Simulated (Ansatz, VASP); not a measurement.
**BAs in two plane-wave programs**

Aim: how closely do two programs agree when they are given the same cell, functional and k mesh? The structure shown comes from an earlier Ansatz run, which isn't shown and may have moved the atoms alone.

Program: Ansatz 0.2.0. Level of theory: plane waves, with VASP 6.6.1 beside it; elastic constants at PBE. Results are calculated unless marked as measured.

## 1. Starting point

Symmetry: F-43m, No. 216, cubic system. Conventional cell: a = 4.777 Å, b = 4.777 Å, c = 4.777 Å, α = 90.00°, β = 90.00°, γ = 90.00°. Nearest to B lie 4 As at 2.07 Å. Nearest to As lie 4 B at 2.07 Å. Farther neighbours are not listed.

## 2. Ansatz: elastic constants, PBE

Ansatz runs on its PAW soft_1 files.

Elastic constants are differences of stresses under small strains, so they test the stress and the mesh.

input.yaml reads:

```yaml
crystal:
  lattice:
    - [0.0, 2.3885, 2.3885]
    - [2.3885, 0.0, 2.3885]
    - [2.3885, 2.3885, 0.0]
  atoms:
    - { symbol: B, position: [0.0, 0.0, 0.0] }
    - { symbol: As, position: [0.25, 0.25, 0.25] }
kpoints:
  mp_grid: { grid: [10, 10, 10] }
hamiltonian:
  xc: pbe
  pseudopotentials: { kind: paw, azcp: { folder: soft_1 } }
scf:
  occupations: { method: fixed }
output:
  forces: true
  stress: true
  eigenvalues: true
elastic:
  mode: relaxed_ion
  stencil: two_point
```

The run is started by

```bash
> ansatz run input.yaml --threads 8 --pin off --max-ram 15360MiB --backend cpu --events-out ev --progress --plain --runs-dir out
```

Numbers of over 12 decimals in the logs are rounded to 6 here.

The log of the run:

```text
Engine: ansatz 0.2.0, x86_64-unknown-linux-gnu
Pseudopotentials: kind: paw
Pseudopotential: B, paw, valence charge 3, recommended cutoff 420 eV (normal), soft_1/B.paw.azcp
Pseudopotential: As, paw, valence charge 15, recommended cutoff 420 eV (normal), soft_1/As.paw.azcp
Functional definition: PBE
  parameter kappa = 0.804
  parameter beta = 0.066725
  exchange = pbe_x(kappa = kappa, mu = beta*pi^2/3)
  correlation = pbe_c(beta = beta)
Crystal: 2 atoms, lattice volume = 27.252 Å³
Basis set: ecut = 420 eV, 531 PW (Γ), exchange–correlation on 48×48×48 points (8 copies of the dense FFT grid, shifted against one another)
Bands: 13, of which v1, the nominal top of the filled ones, is band 9 counted from 1 (8 counted from 0)
Symmetry: 24 space group operations
Space group: F-43m (ITA 216), of the structure as read, at distance tolerance 3.0e-5 Å
k-points: 47 of 1000 (time reversal used)
Non-local potential: B, projectors of the file, l = 0: 2, l = 1: 2, l = 2: 1
Non-local potential: As, projectors of the file, l = 0: 2, l = 1: 2, l = 2: 3, l = 3: 1
PAW form: soft (Blöchl's): semilocal exchange-correlation on the pseudo side does not see the compensation charge
PAW one-centre angular grid: B, 110 points (default); XC on 64 Gauss nodes
PAW one-centre angular grid: As, 590 points (default); XC on 64 Gauss nodes
Initial density: superposition of atomic densities (chi_scale 0.1, normalization cell, long waves kept (reshape's long-wave potential 0.00 eV rms))
Initial wavefunctions: pseudopotential atomic-orbital guess
Functional: x = pbe(κ = 0.804, μ = 0.219515), c = pbe(β = 0.066725)
SCF iter   1: F=—  HF=-5012.744036 eV  |F-HF|=—  |Δ(HF+E_count)|=         —  Δρ=7.80e-2  dr2=2.15e0  ethr=3.10e-3  ⟨swp⟩=4.3  Hψ=3102  notcnv=0  defer=48
preconditioner: auto → none  [insulator: Δε(μ)=1.741 eV  Ē_g=12.442 eV  n_scr=8 (ndim 8)  ℏωp=20.1 eV  f_vac=0.000  ε∞_Penn≈3.6]
SCF iter   2: F=—  HF=-5012.138008 eV  |F-HF|=—  |Δ(HF+E_count)|=   6.06e-1  Δρ=2.57e-2  dr2=1.56e-1  ethr=3.10e-3  ⟨swp⟩=2.5  Hψ=1328  notcnv=0  defer=69
SCF iter   3: F=—  HF=-5012.107610 eV  |F-HF|=—  |Δ(HF+E_count)|=   3.04e-2  Δρ=1.12e-2  dr2=2.29e-2  ethr=8.66e-4  ⟨swp⟩=2.6  Hψ=991  notcnv=0  defer=86
SCF iter   4: F=—  HF=-5012.107517 eV  |F-HF|=—  |Δ(HF+E_count)|=   9.27e-5  Δρ=4.58e-3  dr2=4.49e-3  ethr=1.27e-4  ⟨swp⟩=3.0  Hψ=1009  notcnv=0  defer=87
SCF iter   5: F=—  HF=-5012.106738 eV  |F-HF|=—  |Δ(HF+E_count)|=   7.79e-4  Δρ=1.02e-3  dr2=2.10e-4  ethr=2.50e-5  ⟨swp⟩=3.0  Hψ=1135  notcnv=0  defer=87
SCF iter   6: F=—  HF=-5012.106753 eV  |F-HF|=—  |Δ(HF+E_count)|=   1.46e-5  Δρ=1.25e-4  dr2=2.97e-6  ethr=1.17e-6  ⟨swp⟩=3.0  Hψ=1134  notcnv=0  defer=86
SCF iter   7: F=—  HF=-5012.106754 eV  |F-HF|=—  |Δ(HF+E_count)|=   1.56e-6  Δρ=7.72e-6  dr2=1.20e-8  ethr=1.65e-8  ⟨swp⟩=2.0  Hψ=799  notcnv=0
SCF iter   8: F=—  HF=-5012.106754 eV  |F-HF|=—  |Δ(HF+E_count)|=   5.20e-8  Δρ=4.92e-7  dr2=5.89e-11  ethr=6.68e-11  ⟨swp⟩=2.1  Hψ=895  notcnv=0
SCF iter   9: F=—  HF=-5012.106754 eV  |F-HF|=—  |Δ(HF+E_count)|=  3.00e-11  Δρ=5.38e-8  dr2=7.66e-13  ethr=3.27e-13 (applied; sched 1.00e-12)  ⟨swp⟩=2.0  Hψ=1034  notcnv=0
SCF iter  10: F=-5012.106754 eV  HF=-5012.106754 eV  |F-HF|=9.09e-13  |Δ(HF+E_count)|=  9.09e-13  Δρ=2.82e-9  dr2=1.23e-15  ethr=1.00e-12  ⟨swp⟩=4.9  Hψ=2612  notcnv=0
SCF 1 converged in 10 iterations: F = -5012.106754 eV  dr2 = 1.23e-15
  greatest PAW one-centre occupation: 0.999 electrons in one spin orbital (limit 2), on the As atom at site 1 (counted from 0), in its partial waves of l = 2
Crystal: 2 atoms, lattice volume = 27.198 Å³
Symmetry: 8 space group operations
k-points: 102 of 1000 (time reversal used)
Initial density: handed on by an earlier stage of this run
Initial wavefunctions: those handed on with the density
iter 1 solved again at ethr=2.22e-7 eV; its pass at ethr=3.10e-3 eV (dr2=3.99e-5 eV) is discarded
SCF iter   1: F=—  HF=-5012.105718 eV  |F-HF|=—  |Δ(HF+E_count)|=         —  Δρ=3.21e-4  dr2=3.96e-5  ethr=2.22e-7  ⟨swp⟩=2.4  Hψ=7547  notcnv=0  defer=129
preconditioner: auto → none  [insulator: Δε(μ)=1.154 eV  Ē_g=12.426 eV  n_scr=8 (ndim 8)  ℏωp=20.1 eV  f_vac=0.001  ε∞_Penn≈3.6]
SCF iter   2: F=—  HF=-5012.105706 eV  |F-HF|=—  |Δ(HF+E_count)|=   1.15e-5  Δρ=8.49e-5  dr2=2.03e-6  ethr=2.20e-7  ⟨swp⟩=2.0  Hψ=1644  notcnv=0  defer=75
SCF iter   3: F=—  HF=-5012.105706 eV  |F-HF|=—  |Δ(HF+E_count)|=   1.04e-7  Δρ=3.70e-5  dr2=3.02e-7  ethr=1.13e-8  ⟨swp⟩=3.0  Hψ=2272  notcnv=0  defer=3
SCF iter   4: F=—  HF=-5012.105706 eV  |F-HF|=—  |Δ(HF+E_count)|=   9.05e-8  Δρ=1.39e-5  dr2=4.72e-8  ethr=1.68e-9  ⟨swp⟩=2.0  Hψ=2244  notcnv=0  defer=3
SCF iter   5: F=—  HF=-5012.105706 eV  |F-HF|=—  |Δ(HF+E_count)|=   8.93e-9  Δρ=3.22e-6  dr2=1.92e-9  ethr=2.62e-10  ⟨swp⟩=2.8  Hψ=2211  notcnv=0  defer=3
[...]
SCF iter   2: F=—  HF=-5012.106694 eV  |F-HF|=—  |Δ(HF+E_count)|=   7.00e-7  Δρ=7.69e-6  dr2=7.77e-9  ethr=2.92e-10  ⟨swp⟩=1.0  Hψ=3591  notcnv=0  defer=38
SCF iter   3: F=—  HF=-5012.106694 eV  |F-HF|=—  |Δ(HF+E_count)|=  3.18e-10  Δρ=1.04e-6  dr2=1.27e-10  ethr=4.32e-11  ⟨swp⟩=2.0  Hψ=2653  notcnv=0  defer=38
SCF iter   4: F=—  HF=-5012.106694 eV  |F-HF|=—  |Δ(HF+E_count)|=  6.82e-11  Δρ=1.47e-7  dr2=2.15e-12  ethr=7.04e-13 (applied; sched 1.00e-12)  ⟨swp⟩=2.2  Hψ=2711  notcnv=0  defer=38
SCF iter   5: F=—  HF=-5012.106694 eV  |F-HF|=—  |Δ(HF+E_count)|=  9.09e-13  Δρ=3.02e-8  dr2=1.49e-13  ethr=1.00e-12  ⟨swp⟩=5.0  Hψ=7885  notcnv=0
SCF iter   6: F=-5012.106694 eV  HF=-5012.106694 eV  |F-HF|=1.82e-12  |Δ(HF+E_count)|=  1.82e-12  Δρ=1.24e-8  dr2=5.94e-14  ethr=1.00e-12  ⟨swp⟩=4.0  Hψ=7335  notcnv=0
SCF 6 converged in 6 iterations: F = -5012.106694 eV  dr2 = 5.94e-14
relax step   3: F+E_penalty+E_count = -5012.10669408 eV  Δ(F+E_penalty+E_count) = -6.843e-7 eV  max|allowed force component| = 1.974e-8 eV/Å  Δτ_max = 0.0001 Å  (6 SCF iters, accepted)
[...]
relax step   1: F+E_penalty+E_count = -5012.10668762 eV  Δ(F+E_penalty+E_count) = +0.000e0 eV  max|allowed force component| = 1.464e-2 eV/Å  Δτ_max = 0.0000 Å  (9 SCF iters, accepted)
[...]
relax step   2: F+E_penalty+E_count = -5012.10669408 eV  Δ(F+E_penalty+E_count) = -6.455e-6 eV  max|allowed force component| = 4.976e-8 eV/Å  Δτ_max = 0.0004 Å  (7 SCF iters, accepted)
iter 1 solved again at ethr=1.00e-12 eV; its pass at ethr=3.10e-3 eV (dr2=3.22e-13 eV) is discarded
SCF iter   1: F=—  HF=-5012.106695 eV  |F-HF|=—  |Δ(HF+E_count)|=         —  Δρ=7.40e-8  dr2=3.61e-13  ethr=1.00e-12  ⟨swp⟩=1.0  Hψ=11276  notcnv=0
SCF iter   2: F=—  HF=-5012.106694 eV  |F-HF|=—  |Δ(HF+E_count)|=   6.91e-7  Δρ=3.81e-8  dr2=1.21e-13  ethr=2.01e-15 (applied; sched 1.00e-12)  ⟨swp⟩=3.0  Hψ=4446  notcnv=0
SCF iter   3: F=-5012.106694 eV  HF=-5012.106694 eV  |F-HF|=1.82e-12  |Δ(HF+E_count)|=    0.00e0  Δρ=2.51e-8  dr2=4.53e-14  ethr=1.00e-12  ⟨swp⟩=3.2  Hψ=6021  notcnv=0
SCF 10 converged in 3 iterations: F = -5012.106694 eV  dr2 = 4.53e-14
SCF converged after 10 iterations
Free energy (F): -5012.106754 eV
Harris-Foulkes:  -5012.106754 eV  (|F-HF|=9.09e-13)
Internal energy: -5012.106754 eV  (E = F + TS)
E sigma→0 (E₀):  -5012.106754 eV
Fermi energy:    10.700319 eV
--- Per-component energies (eV) ---
  E_band       = -218.054389
  E_kinetic    = 146.914581
  E_local      = -1954.585929  (includes V_loc(G=0)·N_el)
  E_nonlocal   = -384.205791
  E_hartree    = 1101.350064
  E_xc         = -103.375240
  E_vxc        = -112.670315  (∫ρ·V_xc dr)
  E_paw        = -2092.429442  (= ΣΔE_a)
  E_vpaw       = -116.207062  (= ΣTr[D̂ρ^β])
  E_aug_tail   = -0.000001  (compensation charges beyond the density's cutoff)
  E_ewald      = -1725.774997
  E_smearing   = -0.000000  (= −TS)
  E_closure    = 0.000000  (closes the sum)
  Σ components = -5012.106754   (vs F -5012.106754, Δ=0.00e0)
--- Forces (eV/Å), atoms counted from 1 ---
  atom   1  B      0.00000000    -0.00000000    -0.00000000
  atom   2  As     0.00000000    -0.00000000     0.00000000
  max |Σ_I F_I| component: 4.94e-16 eV/Å
--- Stress (GPa, compression-positive) ---
        2.769307      -0.000000      -0.000000
       -0.000000       2.769307       0.000000
       -0.000000       0.000000       2.769307
  P = ⅓ Tr σ = 2.7693 GPa (27.693 kbar)
--- Band table (eV; the first three rows and the last of 47) ---
  k-point 0: bands = [... 5 lower, -4.7007, 10.7003, 10.7003, 10.7003, 13.9798, 13.9798, 13.9798, 15.3691]
  k-point 1: bands = [... 5 lower, -4.5366, 9.3055, 10.3990, 10.3990, 14.1247, 14.3773, 14.3773, 16.2466]
  k-point 2: bands = [... 5 lower, -4.0527, 6.9426, 9.8250, 9.8250, 13.9072, 15.0960, 15.0960, 17.8785]
  k-point 46: bands = [... 5 lower, -0.3795, 2.5912, 5.3483, 5.6026, 15.2357, 15.5661, 18.5298, 18.6443]
--- Elastic constants: 2 strain directions × 2 members + reference (group order 24) ---
  dense FFT box of the reference and of every strained cell: 24×24×24
  strains applied: 11, 23; error gains: componentwise 1.00 (the most a stress slope's error grows in a printed constant), spectral 1.73 (1 for all six strains in a standard setting)
  C = ∂σ_k/∂η_j (tension-positive GPa; Voigt order 11 22 33 23 13 12):
       280.823     73.672     73.672      0.000      0.000     -0.000
        73.672    280.823     73.672      0.000      0.000     -0.000
        73.672     73.672    280.823      0.000      0.000     -0.000
         0.000     -0.000     -0.000    150.844     -0.000     -0.000
         0.000      0.000      0.000      0.000    150.844      0.000
        -0.000      0.000     -0.000     -0.000      0.000    150.844
  reference stress σ⁰ (GPa):     -2.769     -2.769     -2.769     -0.000      0.000      0.000
  C* (energy form; C + prestress term) asymmetry max|C*_kj − C*_jk| = 2.842e-14 GPa — a small one proves nothing (zero by symmetry where the batch's group is 432, −43m or m−3m); a large one is finite-difference/SCF noise where every solve meets its electron count
  moduli (Voigt/Reuss/Hill, GPa): K = 142.72/142.72/142.72   G = 131.94/127.56/129.75   E = 298.72   ν = 0.151
  mechanically stable: yes (min eigenvalue of sym C = 150.84 GPa)
  strain η (Voigt 11):  stress-route row diagonal C_11 = 280.82 GPa, energy-path curvature d²(F+E_count+ΔE)/dδ²/Ω₀ = 280.74 GPa
         δ    σ_11 (GPa)             F (eV)   n_scf  n_hpsi   n_pw
    -2.000e-3      -3.3324       -5012.1057065       7   24352    544   relax 0 steps, max|allowed force component| 4.86e-17 eV/Å
     2.000e-3      -2.2091       -5012.1075911       5   19032    547   relax 0 steps, max|allowed force component| 4.86e-17 eV/Å
  strain η (Voigt 23):  stress-route row diagonal C_44 = 150.84 GPa, energy-path curvature d²(F+E_count+ΔE)/dδ²/Ω₀ = 152.23 GPa
         δ    σ_23 (GPa)             F (eV)   n_scf  n_hpsi   n_pw
    -2.000e-3      -0.3017       -5012.1066941       3   22918    545   relax 3 steps, max|allowed force component| 1.97e-8 eV/Å
     2.000e-3       0.3017       -5012.1066941       3   23162    545   relax 2 steps, max|allowed force component| 4.98e-8 eV/Å
```

Reading the cycles: dr2 is the Hartree energy of the density residual (eV), the measure of convergence; HF is the Harris–Foulkes estimate of the energy, which meets the free energy F at convergence.

(Continued in part 2 of 2.)

[Lines on the potential files, build, host, timing and source positions are cut from VASP's logs without a mark.]

[Logs are printed without paths, hosts, clocks, repeated set-up lines and the standing remarks that a program may print on its own settings, such as how far it seeks lower states.]

[Hosts, paths, dates, database ids (printed as entryN), source tags and the programs' standing remarks are cut or masked in the printed files.]
